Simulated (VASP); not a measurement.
Given:

```
InP
1.0
    0.00000     3.05305     3.05305
    3.05305     0.00000     3.05305
    3.05305     3.05305     0.00000
In P
1 1
Direct
  0.00000   0.00000   0.00000
  0.25000   0.25000   0.25000
```

Computed with vdW-DF2, VASP's PBE PAW potentials (set 64) (plane waves; VASP 6.6.1). Numerical set-up: 520 eV cut-off, 9×9×9 Γ-centred mesh, first-order Methfessel-Paxton smearing of 0.10 eV, potentials In_d P.

Unless said otherwise, spin-orbit coupling is left out, though it shifts the bands of the heavy elements here.

Q: What does the run give for the energy per atom (σ→0), band gap (on the k-mesh) with the smallest direct gap where there is one?

A: 
```
Quantity                                                     Value
------------------------  ----------------------------------------
band gap (on the k-mesh)  none (metal, semimetal or under 0.01 eV)
energy per atom (σ→0)                               -1.611 eV/atom
```

The compound is InP in the zinc blende structure. It was relaxed first, which changed the volume by +13 %. The start is the result of an earlier pass.
